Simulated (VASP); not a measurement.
VASP input:

File KPOINTS:
```
Regular mesh
0
gamma
10 10 6
```

File POSCAR:
```
TiSe2
1
    1.6978633536    -2.9407856825     0.0000000000
    1.6978633536     2.9407856825     0.0000000000
    0.0000000000     0.0000000000     5.6558189427
Ti Se
1 2
Direct
  0.0000000000   0.0000000000   0.0000000000
  0.3333330000   0.6666670000   0.2756813834
  0.6666670000   0.3333330000   0.7243186166
```

### INCAR
```
SYSTEM=TiSe2
PREC=Accurate; ENCUT=500; LREAL=F
LASPH=T
EDIFF=1E-6; NELM=100; ALGO=Normal
LMAXMIX=4
ISMEAR=1; SIGMA=0.1
GGA=PS
IBRION=2; NSW=40; ISIF=3
EDIFFG=-0.02; PSTRESS=100
LWAVE=F; LCHARG=F
```

POTCAR, in this order: Ti_sv Se (PBE.64 set). Program: vasp_std.

Write an equivalent input for Ansatz.

One equivalent input (not run):
Ansatz 0.2 input:
```yaml
crystal:
  lattice:
    - [1.6978634, -2.9407857, 0.0000000]
    - [1.6978634, 2.9407857, 0.0000000]
    - [0.0000000, 0.0000000, 5.6558189]
  atoms:
    - { symbol: Ti, position: [0.0000000, 0.0000000, 0.0000000] }
    - { symbol: Se, position: [0.3333330, 0.6666670, 0.2756814] }
    - { symbol: Se, position: [0.6666670, 0.3333330, 0.7243186] }
kpoints:
  mp_grid: { grid: [10, 10, 6] }
hamiltonian:
  xc: pbesol
  pseudopotentials: { kind: paw }
scf:
  occupations: { method: methfessel_paxton, width: 0.1 }
  max_iter: 100
relax:
  max_steps: 40
  f_tol: 0.02
  cell: { p_target: 10 }
output: { forces: true, stress: true, eigenvalues: true }
```
Limits of the translation: each code has its own PAW files, so the cut-off isn't converted (ENCUT is set for VASP's; basis.ecutwfc is left out, and Ansatz then takes the one that its files recommend); Ansatz stops its SCF on the density residual and VASP on the energy change (EDIFF).

The compound is TiSe2 in the 1T layered structure. This run relaxes it under an external pressure of 10 GPa. Symmetry was kept, so distortions that lower it aren't found.
